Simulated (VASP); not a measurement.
Here is the system:

```
CELL_PARAMETERS angstrom
      0.00000     2.30692     2.30692
      2.30692     0.00000     2.30692
      2.30692     2.30692     0.00000
ATOMIC_POSITIONS crystal
  Ga 0.00000 0.00000 0.00000
  N  0.25000 0.25000 0.25000
```

Method: rev-vdW-DF2, VASP's PBE PAW potentials (set 64) (plane waves; VASP). Settings: 520 eV cut-off, 10×10×10 Γ-centred mesh, Gaussian smearing of 0.050 eV, potentials Ga_d N.

### Question
Give the stress tensor in GPa (positive for a compressed cell).

### Answer

```
-9.12   0.00   0.00
 0.00  -9.12   0.00
 0.00   0.00  -9.12
```
The pressure is its mean diagonal, -9.12 GPa.

The compound is GaN in the zinc blende structure, a metastable form; wurtzite is the usual one. This cell is one point of a volume scan, at 1.06 of the reference volume.
